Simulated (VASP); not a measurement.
Here is the system:

```yaml
crystal:
  lattice:
    - [0.00000, 2.14400, 2.14400]
    - [2.14400, 0.00000, 2.14400]
    - [2.14400, 2.14400, 0.00000]
  atoms:
    - { symbol: Nb, position: [0.00000, 0.00000, 0.00000] }
    - { symbol: N, position: [0.50000, 0.50000, 0.50000] }
```

Calculation: PBEsol GGA, VASP's PBE PAW potentials (set 64) (plane waves; VASP). Settings: 520 eV cut-off, 14×14×14 Γ-centred mesh, first-order Methfessel-Paxton smearing of 0.10 eV, potentials Nb_sv N.

**Question.** The job: NbN (rock salt), 2 atoms, PBEsol, static run, 520 eV, 14×14×14 Γ-centred mesh. Roughly how much core time does it take on a busy server core?

**Answer.** About 20 core-seconds (one run on a shared machine, a rough figure). It had 104 irreducible k-points, 13 bands, up to 544 plane waves and 15 electronic steps.

The compound is NbN in the rock salt structure, the cubic δ form, which competes with hexagonal ones. This cell is one point of a volume scan, at 0.94 of the reference volume.
